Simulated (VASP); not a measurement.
Data:

```yaml
crystal:
  lattice:
    - [3.81837, -2.15435, 0.00281]
    - [3.81837, 2.15435, 0.00281]
    - [-0.08933, 0.00000, 5.96459]
  atoms:
    - { symbol: Te, position: [0.68994, 0.68994, 0.66176] }
    - { symbol: Te, position: [0.31006, 0.31006, 0.33824] }
    - { symbol: Te, position: [0.00000, 0.00000, 0.00000] }
```

Calculation: r2SCAN meta-GGA with spin-orbit coupling, VASP's PBE PAW potentials (set 64) (plane waves; VASP). Settings: 400 eV cut-off, 7×7×5 Γ-centred mesh, Gaussian smearing of 0.050 eV, potentials Te.

**Question.** Give the energies of bands 11 to 24 at the high-symmetry points, in eV from the Fermi level.

**Answer.** 
| band | Γ | C | Y2 | M2 | D | A | V2 |
|---|---|---|---|---|---|---|---|
| 11 | -2.23 | -3.90 | -4.27 | -3.46 | -5.48 | -2.64 | -4.36 |
| 12 | -2.23 | -3.90 | -4.27 | -3.46 | -5.48 | -2.64 | -4.36 |
| 13 | -2.06 | -3.74 | -4.18 | -3.12 | -0.61 | -1.45 | -4.02 |
| 14 | -2.06 | -3.74 | -4.18 | -3.12 | -0.61 | -1.45 | -4.02 |
| 15 | -1.65 | -3.40 | -0.52 | -2.74 | -0.30 | -1.11 | -0.73 |
| 16 | -1.65 | -3.40 | -0.52 | -2.74 | -0.30 | -1.11 | -0.73 |
| 17 | -1.51 | -3.11 | -0.28 | -0.04 | 0.21 | -0.29 | -0.71 |
| 18 | -1.51 | -3.11 | -0.28 | -0.04 | 0.21 | -0.29 | -0.71 |
| 19 | 0.48 | 2.98 | 0.25 | 0.38 | 0.32 | -0.25 | 0.41 |
| 20 | 0.48 | 2.98 | 0.25 | 0.38 | 0.32 | -0.25 | 0.41 |
| 21 | 1.35 | 3.11 | 0.40 | 2.12 | 0.52 | 0.16 | 0.51 |
| 22 | 1.35 | 3.11 | 0.40 | 2.12 | 0.52 | 0.16 | 0.51 |
| 23 | 1.84 | 3.27 | 2.74 | 2.90 | 0.97 | 0.40 | 2.71 |
| 24 | 1.84 | 3.27 | 2.74 | 2.90 | 0.97 | 0.40 | 2.71 |

It has no gap at this level: it comes out as a metal or semimetal.

The structure comes from a computed database's Te entry (C2/m); how it stands against other phases isn't given here. It was relaxed first.
